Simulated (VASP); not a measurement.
# HfRu3 (Pm-3m) in VASP: notebook

Aim: see how the results for HfRu3 move with the level of theory and the settings. Levels: LDA, PBE+rVV10. Tasks: single point, relaxation of the atoms.

Everything below comes from runs of VASP 6.6.1. Logs are shortened: lines on timing, memory, paths and dates and some standing lists are left out, and cuts for length are marked.

## Step 1: The crystal as given

It takes space group Pm-3m (No. 221, cubic). The conventional cell has a = 3.956 Å, b = 3.956 Å, c = 3.956 Å, α = 90.00°, β = 90.00°, γ = 90.00°. Around Hf (site symmetry m-3m) lie 12 Ru at 2.80 Å. Ru (site symmetry 4/mmm) has 4 Hf at 2.80 Å and 8 Ru at 2.80 Å as nearest neighbours.

The cell comes from a database or a generator and needn't be the stable form of this composition.

## Step 2: Single point, LDA

The input, run.py:

```python
from ase.calculators.vasp import Vasp
from ase.dft.bandgap import bandgap
from ase.io import read

atoms = read('POSCAR')
calc = Vasp(
    directory='calc',
    xc='lda',
    pp='LDA',
    setups='recommended',
    pp_version='54',
    prec='Accurate',
    encut=520,
    ediff=1e-06,
    ismear=0,
    sigma=0.05,
    lreal=False,
    lasph=True,
    nelm=60,
    algo='Normal',
    isif=2,
    lwave=False,
    lcharg=False,
    kpts=[7, 7, 7],
    gamma=True,
    nbands=34,
)
atoms.calc = calc

print('energy (eV):', atoms.get_potential_energy())
print('free energy (eV):', atoms.get_potential_energy(force_consistent=True))
print('forces (eV/A):')
print(atoms.get_forces())
print('stress (eV/A^3, Voigt):', atoms.get_stress())
print('Fermi level (eV):', calc.get_fermi_level())
gap, top, bottom = bandgap(calc)
print('band gap (eV):', gap, 'from (spin, k, band)', top, 'to', bottom)
```

The input, POSCAR:

```
HfRu3
1.0
    3.9557730000      0.0000000000      0.0000000000
    0.0000000000      3.9557730000      0.0000000000
    0.0000000000      0.0000000000      3.9557730000
Hf Ru
1 3
Direct
    0.0000000000      0.0000000000      0.0000000000
    0.0000000000      0.5000000000      0.5000000000
    0.5000000000      0.0000000000      0.5000000000
    0.5000000000      0.5000000000      0.0000000000
```

Potentials or basis: VASP PAW LDA potentials, release 54 (Hf_pv, Ru_pv).

Run with:

```
> python run.py
```

Log:

```text
energy (eV): -43.37172032
free energy (eV): -43.37645073
forces (eV/A):
[[0. 0. 0.]
 [0. 0. 0.]
 [0. 0. 0.]
 [0. 0. 0.]]
stress (eV/A^3, Voigt): [ 0.09436297  0.09436297  0.09436297 -0.          0.          0.        ]
Fermi level (eV): 9.38955159
band gap (eV): 0.0 from (spin, k, band) (None, None, None) to (None, None, None)
```

OUTCAR:

```text
ENCUT = 520.000000
   EDIFF = 1.00e-06
   PREC = Accurate
   ISIF = 2
   ISMEAR = 0
   NELM = 60
   LASPH = .TRUE.
   LREAL = .FALSE.

 ion  position               nearest neighbor table
   1  0.000  0.000  0.000-   2 2.80   3 2.80   4 2.80   2 2.80   3 2.80   2 2.80   4 2.80   2 2.80
                             3 2.80   4 2.80   3 2.80   4 2.80
   2  0.000  0.500  0.500-   1 2.80   3 2.80   4 2.80   1 2.80   4 2.80   1 2.80   3 2.80   1 2.80
                             3 2.80   4 2.80   4 2.80   3 2.80
   3  0.500  0.000  0.500-   1 2.80   2 2.80   4 2.80   1 2.80   4 2.80   2 2.80   4 2.80   4 2.80
                             1 2.80   2 2.80   1 2.80   2 2.80
   4  0.500  0.500  0.000-   1 2.80   2 2.80   3 2.80   2 2.80   3 2.80   1 2.80   3 2.80   3 2.80
                             1 2.80   2 2.80   2 2.80   1 2.80

  LATTYP: Found a simple cubic cell.
 ALAT       =     3.9557730000

  Lattice vectors:

 A1 = (   3.9557730000,   0.0000000000,   0.0000000000)
 A2 = (   0.0000000000,   3.9557730000,   0.0000000000)
 A3 = (   0.0000000000,   0.0000000000,   3.9557730000)

Analysis of symmetry for initial positions (statically):
=====================================================================
 Subroutine PRICEL returns:
 Original cell was already a primitive cell.

 Routine SETGRP: Setting up the symmetry group for a
 simple cubic supercell.

 Subroutine GETGRP returns: Found 48 space group operations
 (whereof 48 operations were pure point group operations)
 out of a pool of 48 trial point group operations.

The static configuration has the point symmetry O_h .

Analysis of symmetry for dynamics (positions and initial velocities):
=====================================================================
 Subroutine PRICEL returns:
 Original cell was already a primitive cell.

 Routine SETGRP: Setting up the symmetry group for a
 simple cubic supercell.

 Subroutine GETGRP returns: Found 48 space group operations
 (whereof 48 operations were pure point group operations)
 out of a pool of 48 trial point group operations.

The dynamic configuration has the point symmetry O_h .

 Subroutine INISYM returns: Found 48 space group operations
 (whereof 48 operations are pure point group operations),
 and found     1 'primitive' translations

----------------------------------------------------------------------------------------

                                     Primitive cell

  volume of cell :      61.9005

  direct lattice vectors                    reciprocal lattice vectors
     3.955773000  0.000000000  0.000000000     0.252795092  0.000000000  0.000000000
     0.000000000  3.955773000  0.000000000     0.000000000  0.252795092  0.000000000
     0.000000000  0.000000000  3.955773000     0.000000000  0.000000000  0.252795092

  length of vectors
     3.955773000  3.955773000  3.955773000     0.252795092  0.252795092  0.252795092

  position of ions in fractional coordinates (direct lattice)
     0.000000000  0.000000000  0.000000000
     0.000000000  0.500000000  0.500000000
     0.500000000  0.000000000  0.500000000
     0.500000000  0.500000000  0.000000000

  ion indices of the primitive-cell ions
   primitive index   ion index
                 1           1
                 2           2
                 3           3
                 4           4

----------------------------------------------------------------------------------------

 KPOINTS: KPOINTS created by Atomic Simulation Env

Automatic generation of k-mesh.
 Grid dimensions read from file:
 generate k-points for:    7    7    7

 Generating k-lattice:

  Cartesian coordinates                     Fractional coordinates (reciprocal lattice)
     0.036113585  0.000000000  0.000000000     0.142857143  0.000000000  0.000000000
     0.000000000  0.036113585  0.000000000     0.000000000  0.142857143  0.000000000
     0.000000000  0.000000000  0.036113585     0.000000000  0.000000000  0.142857143

  Length of vectors
     0.036113585  0.036113585  0.036113585

  Shift w.r.t. Gamma in fractional coordinates (k-lattice)
     0.000000000  0.000000000  0.000000000

 Subroutine IBZKPT returns following result:
 ===========================================

 Found     20 irreducible k-points:

 Following reciprocal coordinates:
            Coordinates               Weight
  0.000000  0.000000  0.000000      1.000000
  0.142857  0.000000  0.000000      6.000000
  0.285714  0.000000  0.000000      6.000000
  0.428571  0.000000  0.000000      6.000000
  0.142857  0.142857  0.000000     12.000000
  0.285714  0.142857  0.000000     24.000000
[... 12 lines left out ...]
  0.428571  0.428571  0.285714     24.000000
  0.428571  0.428571  0.428571      8.000000
   k-points           NKPTS =     20   k-points in BZ     NKDIM =     20   number of bands    NBANDS=     34
   number of dos      NEDOS =    301   number of ions     NIONS =      4
   total plane-waves  NPLWV =  27000
   dimension x,y,z NGX =    30 NGY =   30 NGZ =   30
   dimension x,y,z NGXF=    60 NGYF=   60 NGZF=   60
   ions per type =               1   3
   NGX,Y,Z   is equivalent  to a cutoff of  12.61, 12.61, 12.61 a.u.
   NGXF,Y,Z  is equivalent  to a cutoff of  25.22, 25.22, 25.22 a.u.
 SYSTEM =  unknown system
   PREC   = accura    normal or accurate (medium, high low for compatibility)
   ISTART =      0    job   : 0-new  1-cont  2-samecut
   ICHARG =      2    charge: 1-file 2-atom 10-const
   ISPIN  =      1    spin polarized calculation?
   LNONCOLLINEAR =      F non collinear calculations
   LSORBIT =      F    spin-orbit coupling
   LASPH  =      T    aspherical Exc in radial PAW
   ENCUT  =  520.0 eV  38.22 Ry    6.18 a.u.   7.36  7.36  7.36*2*pi/ulx,y,z
   NELM   =     60;   NELMIN=  2; NELMDL= -5     # of ELM steps
   EDIFF  = 0.1E-05   stopping-criterion for ELM
   LREAL  =      F    real-space projection
   EDIFFG = 0.1E-04   stopping-criterion for IOM
   NSW    =      0    number of steps for IOM
   IBRION =     -1    ionic relax: 0-MD 1-quasi-New 2-CG
   NFREE  =      0    steps in history (QN), initial steepest desc. (CG)
   ISIF   =      2    stress and relaxation
   ISYM   =      2    0-nonsym 1-usesym 2-fastsym
   POTIM  = 0.5000    time-step for ionic-motion
   TEBEG  =    0.0;   TEEND  =   0.0 temperature during run
   PSTRESS=    0.0 pullay stress
   NELECT =      52.0000    total number of electrons
   NUPDOWN=      -1.0000    fix difference up-down
   EMIN   =  10.00;   EMAX   =-10.00  energy-range for DOS
   EFERMI =   0.00;   METHOD = LEGACY
   ISMEAR =     0;   SIGMA  =   0.05  broadening in eV -4-tet -1-fermi 0-gaus
   EFERMI_NEDOS =   21; number of points for ismear=-14 and -15
   IALGO  =     38    algorithm
   IMIX   =      4    mixing-type and parameters
     AMIX     =   0.40;   BMIX     =  1.00
     AMIX_MAG =   1.60;   BMIX_MAG =  1.00
  volume/ion in A,a.u.               =      15.48       104.43
  Fermi-wavevector in a.u.,A,eV,Ry     =   1.544702  2.919063 32.464901  2.386103
  Thomas-Fermi vector in A             =   2.650185
   LORBIT       =      0    0 simple, 1 ext, 2 COOP (PROOUT), +10 PAW based schemes
   GGA     = CA    functional components
   LHFCALC =     F    Hartree Fock is set to
   AEXX    =    0.0000 exact exchange contribution
   IVDW    =     0    specifies the selected vdW correction
   LEPSILON=     F    determine dielectric tensor
   LRPA    =     F    only Hartree local field effects (RPA)
 non-spin polarized calculation
 Gauss-broadening in eV      SIGMA  =   0.05
  energy-cutoff  :      520.00
  volume of cell :       61.90
 maximum number of plane-waves:      1743
 NGX is ok and might be reduce to    30
   NGX = 15   NGY = 15   NGZ = 15

 number of electron      51.9999966 magnetization

 Free energy of the ion-electron system (eV)
  ---------------------------------------------------
  ext. energy  EPLUGINS =         0.00000000
  ---------------------------------------------------
  free energy    TOTEN  =       -43.37645073 eV

  energy without entropy =      -43.36698990  energy(sigma->0) =      -43.37172032

 E-fermi :   9.3896     XC(G=0): -13.4940

 val. band max:        9.3707879983   @ k =   0.2857   0.2857   0.1429
 cond. band min:       9.3909814192   @ k =   0.4286   0.2857   0.0000
 fundamental gap:      0.0201934209
 Fermi energy:         9.3895515884

 k-point     1 :       0.0000    0.0000    0.0000
  band No.  band energies     occupation
      1     -32.7983      2.00000
      2     -32.7983      2.00000
      3     -32.7983      2.00000
      4     -32.4591      2.00000
      5     -32.4591      2.00000
      6     -32.4591      2.00000
[... 26 lines left out ...]
     33      14.3255      0.00000
     34      15.9926      0.00000

 k-point     2 :       0.1429    0.0000    0.0000
  band No.  band energies     occupation
      1     -32.7846      2.00000
      2     -32.7846      2.00000
      3     -32.7755      2.00000
      4     -32.4636      2.00000
      5     -32.4636      2.00000
      6     -32.4606      2.00000
[... 26 lines left out ...]
     33      14.3562      0.00000
     34      15.9434      0.00000

 k-point     3 :       0.2857    0.0000    0.0000
  band No.  band energies     occupation
      1     -32.7495      2.00000
      2     -32.7495      2.00000
      3     -32.7113      2.00000
      4     -32.4790      2.00000
      5     -32.4790      2.00000
      6     -32.4642      2.00000
[... 26 lines left out ...]
     33      13.7057      0.00000
     34      15.8482      0.00000
[... 556 lines left out ...]
 k-point    19 :       0.4286    0.4286    0.2857
  band No.  band energies     occupation
      1     -32.9157      2.00000
      2     -32.7123      2.00000
      3     -32.6751      2.00000
      4     -32.6727      2.00000
      5     -32.4375      2.00000
      6     -32.3851      2.00000
[... 26 lines left out ...]
     33      13.4675      0.00000
     34      14.6672      0.00000

 k-point    20 :       0.4286    0.4286    0.4286
  band No.  band energies     occupation
      1     -32.9631      2.00000
      2     -32.7169      2.00000
      3     -32.7161      2.00000
      4     -32.7161      2.00000
      5     -32.3795      2.00000
      6     -32.3795      2.00000
[... 26 lines left out ...]
     33      13.7009      0.00000
     34      14.3339      0.00000

------------------------ aborting loop because EDIFF is reached ----------------------------------------

  FORCE on cell =-STRESS in cart. coord.  units (eV):
  Direction    XX          YY          ZZ          XY          YZ          ZX
  --------------------------------------------------------------------------------------
  -------------------------------------------------------------------------------------
  Total       -5.8411116     -5.8411116     -5.8411116      0.0000000      0.0000000     -0.0000000
  in kB     -151.1861477   -151.1861477   -151.1861477      0.0000000      0.0000000     -0.0000000
  external PRESSURE =    -151.1861477 kB  Pullay stress =       0.0000000 kB

 VOLUME and BASIS-vectors are now :
 -----------------------------------------------------------------------------
  energy-cutoff  :      520.00
  volume of cell :       61.90
      direct lattice vectors                 reciprocal lattice vectors
     3.955773000  0.000000000  0.000000000     0.252795092  0.000000000  0.000000000
     0.000000000  3.955773000  0.000000000     0.000000000  0.252795092  0.000000000
     0.000000000  0.000000000  3.955773000     0.000000000  0.000000000  0.252795092

 POSITION                                       TOTAL-FORCE (eV/Angst)
 -----------------------------------------------------------------------------------
      0.00000      0.00000      0.00000         0.000000      0.000000      0.000000
      0.00000      1.97789      1.97789         0.000000      0.000000      0.000000
      1.97789      0.00000      1.97789         0.000000      0.000000      0.000000
      1.97789      1.97789      0.00000         0.000000      0.000000      0.000000
 -----------------------------------------------------------------------------------
    total drift:                                0.000000      0.000000     -0.000000

  FREE ENERGIE OF THE ION-ELECTRON SYSTEM (eV)
  ---------------------------------------------------
  free  energy   TOTEN  =       -43.3764507333 eV

  energy  without entropy=      -43.3669898980  energy(sigma->0) =      -43.37172032
```

INCAR:

```text
ENCUT = 520.000000
SIGMA = 0.050000
EDIFF = 1.00e-06
ALGO = Normal
PREC = Accurate
ISIF = 2
ISMEAR = 0
NBANDS = 34
NELM = 60
LASPH = .TRUE.
LCHARG = .FALSE.
LWAVE = .FALSE.
LREAL = .FALSE.
```

Wall time 28 s (1 thread of Intel Xeon Platinum 8488C (Sapphire Rapids), shared host); peak memory 0.16 GiB.

Results:

```
Free energy            : -43.3765 eV
Pressure               : -15.1 GPa
Band gap on the k mesh : none (metal or under the smearing width)
```

Levels at points of the mesh, in eV from the Fermi level:
```tsv
k point	band 22	band 23	band 24	band 25	band 26	band 27	band 28	band 29	band 30	band 31
(0.00, 0.00, 0.00)	-1.27	0.69	0.69	1.81	2.29	2.29	2.29	3.99	3.99	3.99
```

Caveat: so large a pressure means that the cell lies far from this level's equilibrium, or that cutoff or potentials fall short.

## Step 3: Relaxation of the atoms, PBE+rVV10, spin-orbit coupling, no magnetisation (cell strained at random at fixed volume)

The input, INCAR:

```
SYSTEM = HfRu3
  PREC = Accurate
  ENCUT = 520
  EDIFF = 1E-4
  ISMEAR = 1
  SIGMA = 0.2
  LREAL = .False.
  LASPH = .True.
  NELM = 60
  ALGO = Normal
  ISIF = 2
  LWAVE = .False.
  LCHARG = .False.
  LNONCOLLINEAR = .True.
  MAGMOM = 0 0 0 0 0 0 0 0 0 0 0 0
  LORBIT = 11
  LSORBIT = .True.
  GGA_COMPAT = .False.
  LMAXMIX = 4
  GGA = PE
  LUSE_VDW = .True.
  IVDW_NL = 2
  BPARAM = 10.0
  CPARAM = 0.0093
  IBRION = 2
  NSW = 60
  EDIFFG = -0.005
```

The input, KPOINTS:

```
regular mesh
0
Gamma
  5 5 5
  0 0 0
```

The input, POSCAR:

```
HfRu3
1.0
    3.9877170000      0.0567730000     -0.0273230000
    0.0567730000      3.9742670000     -0.0070700000
   -0.0273230000     -0.0070700000      3.9068180000
Hf Ru
1 3
Direct
    0.0000000000      0.0000000000      0.0000000000
    0.0000000000      0.5000000000      0.5000000000
    0.5000000000      0.0000000000      0.5000000000
    0.5000000000      0.5000000000      0.0000000000
```

Potentials or basis: VASP PAW PBE potentials, release 54 (Hf_pv, Ru_pv).

Run with:

```
> cat potpaw_PBE.54/Hf_pv/POTCAR potpaw_PBE.54/Ru_pv/POTCAR > POTCAR
> mpirun -np 1 vasp_ncl > vasp.out
```

OUTCAR:

```text
SYSTEM = HfRu3
   PREC = Accurate
   ENCUT = 520
   EDIFF = 1E-4
   ISMEAR = 1
   LREAL = .False.
   LASPH = .True.
   NELM = 60
   ISIF = 2
   LNONCOLLINEAR = .True.
   LORBIT = 11
   LSORBIT = .True.
   GGA = PE
   IVDW_NL = 2
   BPARAM = 10.0
   IBRION = 2
   NSW = 60
   EDIFFG = -0.005

 ion  position               nearest neighbor table
   1  0.000  0.000  0.000-   3 2.77   3 2.77   4 2.77   4 2.77   2 2.78   2 2.78   2 2.79   2 2.79
                             3 2.81   3 2.81   4 2.86   4 2.86
   2  0.000  0.500  0.500-   4 2.77   4 2.77   3 2.77   3 2.77   1 2.78   1 2.78   1 2.79   1 2.79
                             4 2.81   4 2.81   3 2.86   3 2.86
   3  0.500  0.000  0.500-   1 2.77   1 2.77   2 2.77   2 2.77   4 2.78   4 2.78   4 2.79   4 2.79
[... 1901 lines left out ...]
     0.0000000     0.0000000     0.0000000     0.0000000     0.0000000     0.0000000     0.0000000
     0.0000000     0.0000000     0.0000000     0.0000000     0.0000000     0.0000000     0.0000000
     0.0000000     0.0000000     0.0000000     0.0000000     0.0000000     0.0000000     0.0000000

 total charge

# of ion       s       p       d       tot
------------------------------------------
    1        0.396   6.592   1.666   8.654
    2        0.397   6.233   6.008  12.638
    3        0.397   6.234   6.007  12.637
    4        0.396   6.235   5.996  12.627
--------------------------------------------------
tot          1.586  25.294  19.676  46.556

 magnetization (x)

# of ion       s       p       d       tot
------------------------------------------
    1       -0.000  -0.000  -0.000  -0.000
    2       -0.000  -0.000  -0.000  -0.000
    3       -0.000  -0.000  -0.000  -0.000
    4        0.000   0.000   0.000   0.000
--------------------------------------------------
tot         -0.000  -0.000  -0.000  -0.000

 magnetization (y)

# of ion       s       p       d       tot
------------------------------------------
    1        0.000  -0.000   0.000   0.000
    2       -0.000  -0.000  -0.000  -0.000
    3        0.000   0.000   0.000   0.000
    4       -0.000  -0.000  -0.000  -0.000
--------------------------------------------------
tot         -0.000  -0.000  -0.000  -0.000

 magnetization (z)

# of ion       s       p       d       tot
------------------------------------------
    1       -0.000  -0.000  -0.000  -0.000
    2       -0.000   0.000  -0.000  -0.000
    3       -0.000   0.000   0.000   0.000
    4        0.000   0.000   0.000   0.000
--------------------------------------------------
tot          0.000   0.000   0.000   0.000
```

CONTCAR:

```text
HfRu3
   1.00000000000000
     3.9877170000000000    0.0567730000000000   -0.0273230000000000
     0.0567730000000000    3.9742670000000002   -0.0070700000000000
    -0.0273230000000000   -0.0070700000000000    3.9068179999999999
  Hf              Ru
     1     3
Direct
     0.0000000000000000    0.0000000000000000    0.0000000000000000
     0.0000000000000000    0.5000000000000000    0.5000000000000000
     0.5000000000000000    0.0000000000000000    0.5000000000000000
     0.5000000000000000    0.5000000000000000    0.0000000000000000

  0.00000000E+00  0.00000000E+00  0.00000000E+00
  0.00000000E+00  0.00000000E+00  0.00000000E+00
  0.00000000E+00  0.00000000E+00  0.00000000E+00
  0.00000000E+00  0.00000000E+00  0.00000000E+00
```

It took 9.1 min on 1 thread of Intel Xeon Platinum 8488C (Sapphire Rapids), shared host; peak memory 0.64 GiB.

The run converged, but some of its settings lie outside the range that counts as converged (typed here: EDIFF = 0.0001), so its numbers aren't taken as properties of the crystal.

What came out:

```
Free energy                                           : -38.2159 eV
Pressure after relaxing                               : -3.9 GPa
Valence electrons inside the program's atomic spheres : Hf 8.65; Ru 12.64, 12.63
```

Caveat: the relaxation stopped at its first step, so nothing moved.
